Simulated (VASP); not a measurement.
```yaml
crystal:
  lattice:
    - [0.00000, 2.98128, 2.98128]
    - [2.98128, 0.00000, 2.98128]
    - [2.98128, 2.98128, 0.00000]
  atoms:
    - { symbol: Li, position: [0.25000, 0.25000, 0.25000] }
    - { symbol: Li, position: [0.75000, 0.75000, 0.75000] }
    - { symbol: Se, position: [0.00000, 0.00000, 0.00000] }
```

Method: SCAN meta-GGA, VASP's PBE PAW potentials (set 64) (plane waves; VASP). Numerical set-up: 520 eV cut-off, 8×8×8 Γ-centred mesh, Gaussian smearing of 0.050 eV, potentials Li_sv Se.

Question: What does the run give for the energy per atom (σ→0), band gap (on the k-mesh) with the smallest direct gap where there is one?

Answer: 
```json
{
 "band gap (on the k-mesh)": "3.44 eV",
 "smallest direct gap (on the k-mesh)": "4.23 eV",
 "energy per atom (σ→0)": "-9.728 eV/atom"
}
```

The absolute energy has meaning only against runs of the same code, potentials and settings.

The compound is Li2Se in the antifluorite structure. It was relaxed first.
